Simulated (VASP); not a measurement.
ZnSe, 2 atoms in the cell. Symmetry: F-43m, No. 216, cubic system. Conventional cell: a = 5.740 Å, b = 5.740 Å, c = 5.740 Å, α = 90.00°, β = 90.00°, γ = 90.00°. Around Zn (site symmetry -43m) lie 4 Se at 2.49 Å. Se (site symmetry -43m) has 4 Zn at 2.49 Å as nearest neighbours. 

```yaml
Program: VASP 6.6.1
Task: band structure
Functional: TB-mBJ
Potentials_or_basis: VASP PAW PBE potentials, release 64 (Zn, Se)
Cutoff: 520 eV
k_mesh: 10 × 10 × 10
Occupations: gaussian, width 0.02 eV
Spin: no spin polarisation
Further_INCAR_settings: ALGO = Normal; EDIFF = 1e-07
```

Potentials or basis: VASP PAW PBE potentials, release 64 (Zn, Se).

Launch:

```sh
$ cat potpaw_PBE.64/Zn/POTCAR potpaw_PBE.64/Se/POTCAR > POTCAR
$ cp INCAR.step1 INCAR
$ mpirun -np 1 vasp_std > vasp.out
$ cp INCAR.step2 INCAR
$ mpirun -np 1 vasp_std > vasp.out
```

Hardware: 1 thread of Intel(R) Xeon(R) 6975P-C (Granite Rapids), on a shared host.

**Question.** Estimate the wall time of this run.

**Answer.** It took 79 s on 1 thread of Intel(R) Xeon(R) 6975P-C (Granite Rapids), with other jobs on the host, peak memory 0.21 GiB. Counts: scf iterations 72, k points 47.
